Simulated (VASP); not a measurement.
Here is the system:

```
WS2
1.0
    1.63295    -2.82835     0.00000
    1.63295     2.82835     0.00000
    0.00000     0.00000    16.37944
W S
2 4
Direct
  0.33333   0.66667   0.25000
  0.66667   0.33333   0.75000
  0.33333   0.66667   0.84791
  0.66667   0.33333   0.34791
  0.66667   0.33333   0.15209
  0.33333   0.66667   0.65209
```

All values below come from revPBE GGA, VASP's PBE PAW potentials (set 64) (plane waves; VASP). Run with 520 eV cut-off, 8×8×2 Γ-centred mesh, Gaussian smearing of 0.050 eV, potentials W_sv S.

Without a dispersion term in the relaxation, distances and binding between the weakly bound layers, chains or molecules are unreliable, and so is what depends on them.

Task: The ions and cell shape at fixed volume are relaxed. What does this cell relax into?

Result: 
```
WS2
1.0
    1.60237    -2.77539     0.00000
    1.60237     2.77539     0.00000
    0.00000     0.00000    17.01053
W S
2 4
Direct
  0.33333   0.66667   0.25000
  0.66667   0.33333   0.75000
  0.33333   0.66667   0.84239
  0.66667   0.33333   0.34239
  0.66667   0.33333   0.15761
  0.33333   0.66667   0.65761
```
Space group P6_3/mmc (194), at a tolerance of 0.03 Å.

Task: How much energy does the relaxation gain?

Result: The energy (σ→0) changes by -28.2 meV/atom, in 8 ionic steps.

```json
[
 {"step": "1", "E(σ→0) (eV)": "-45.1806", "max force (eV/Å)": "0.930", "pressure (GPa)": "-5.98", "volume (Å³)": "151.30"},
 {"step": "2", "E(σ→0) (eV)": "-45.2712", "max force (eV/Å)": "0.102", "pressure (GPa)": "-3.04", "volume (Å³)": "151.30"},
 {"step": "3", "E(σ→0) (eV)": "-45.2715", "max force (eV/Å)": "0.047", "pressure (GPa)": "-2.85", "volume (Å³)": "151.30"},
 {"step": "4", "E(σ→0) (eV)": "-45.3265", "max force (eV/Å)": "0.004", "pressure (GPa)": "-1.48", "volume (Å³)": "151.30"},
 {"step": "5", "E(σ→0) (eV)": "-45.3492", "max force (eV/Å)": "0.073", "pressure (GPa)": "0.25", "volume (Å³)": "151.30"},
 {"step": "6", "E(σ→0) (eV)": "-45.3492", "max force (eV/Å)": "0.071", "pressure (GPa)": "0.18", "volume (Å³)": "151.30"},
 {"step": "7", "E(σ→0) (eV)": "-45.3494", "max force (eV/Å)": "0.062", "pressure (GPa)": "-0.26", "volume (Å³)": "151.30"},
 {"step": "8", "E(σ→0) (eV)": "-45.3498", "max force (eV/Å)": "0.000", "pressure (GPa)": "-0.05", "volume (Å³)": "151.30"}
]
```

The compound is WS2 in the 2H layered structure. This cell is one point of a volume scan, at 1.06 of the reference volume. Symmetry was kept, so distortions that lower it aren't found.
